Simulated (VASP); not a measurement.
Ir: optical spectrum with PBE

Ir:

```
Ir
1.0
     0.00000    1.91729    1.91729
     1.91729    0.00000    1.91729
     1.91729    1.91729    0.00000
Ir
1
Cartesian
  0.0000 0.0000 0.0000
```

```yaml
Program: VASP 6.6.1
Task: optical spectrum
Functional: PBE
Potentials_or_basis: VASP PAW PBE potentials, release 64 (Ir)
Cutoff: 520 eV
k_mesh: 32 × 32 × 32
Occupations: gaussian, width 0.05 eV
Spin: no spin polarisation
Further_INCAR_settings: ALGO = Normal; EDIFF = 1e-06; NBANDS = 36
```

```
Pressure               : 11.1 GPa
Band gap on the k mesh : none (metal or under the smearing width)
```

Levels at points of the mesh, in eV from the Fermi level:
```csv
k point,band 1,band 2,band 3,band 4,band 5,band 6,band 7,band 8,band 9
"(0.00, 0.00, 0.00)",-11.14,-3.89,-3.89,-3.89,-1.19,-1.19,14.33,19.94,19.94
"(0.50, 0.00, 0.00)",-8.12,-4.00,-4.00,-0.76,0.92,0.92,7.32,13.88,19.84
"(0.50, 0.50, 0.00)",-7.94,-7.37,0.89,1.50,1.50,1.71,10.58,11.74,11.74
```

Dielectric function (mean over the directions given):
```
energy (eV)  real part  imaginary part
       0.31      74.81           33.93
       0.92      21.67           46.24
       1.61      10.67           35.80
       2.29      -0.99           30.62
       2.98      -4.17           18.88
       3.67      -1.75           13.57
       4.36      -5.79           12.00
       5.05      -5.59            5.65
       5.66      -1.77            3.73
       6.35      -0.34            3.98
       7.03       0.52            3.33
       7.72       1.37            3.26
       8.41       2.41            3.81
       9.10       1.66            4.55
       9.79       1.83            5.39
      10.40       0.27            5.53
      11.08      -0.78            4.30
      11.77      -0.21            3.31
      12.46       0.05            3.12
      13.15       0.46            2.05
      13.84       0.63            2.03
      14.52       1.16            2.17
      15.14       1.09            2.14
      15.82       1.12            2.15
      16.51       1.19            1.82
      17.20       1.80            1.98
      17.89       2.47            2.56
      18.58       1.48            5.10
      19.26       0.62            3.72
      19.95       0.41            3.77
```

Wall time 35 s on 4 MPI ranks on Intel(R) Xeon(R) 6975P-C (Granite Rapids), with other jobs on the host, peak memory 0.58 GiB a rank.

Caveat: independent-particle spectra lack excitons; the intraband (Drude) part of a metal's response may be missing. The run has no spin-orbit coupling, so splittings on Ir are missing.
